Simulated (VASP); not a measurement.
Shape and ions are relaxed at each volume.

Energy against volume of Os (hcp). Method: LDA (Ceperley-Alder, Perdew-Zunger), VASP's LDA PAW potentials (set 64) (plane waves; VASP 6.6.1).

```tsv
V (Å³/atom)	E (eV/atom)
12.906	-12.57650
13.318	-12.63737
13.729	-12.65634
14.141	-12.64016
14.553	-12.59455
```

### Question
Fit a third-order Birch-Murnaghan equation of state.

### Answer

volume per atom: 13.73 Å^3/atom
bulk modulus: 454 GPa
pressure derivative of the bulk modulus: 4.87

Measured: bulk modulus 425 GPa at 0 K (computed value off by +6.8 %), as given by Vázquez-Parga, Fernández-Martínez, Viñes, J. Chem. Theory Comput. (2023), doi:10.1021/acs.jctc.3c00612, Supporting … [zero-point energy and finite temperature contributions removed].

The compound is Os in the hcp structure. It was relaxed first.
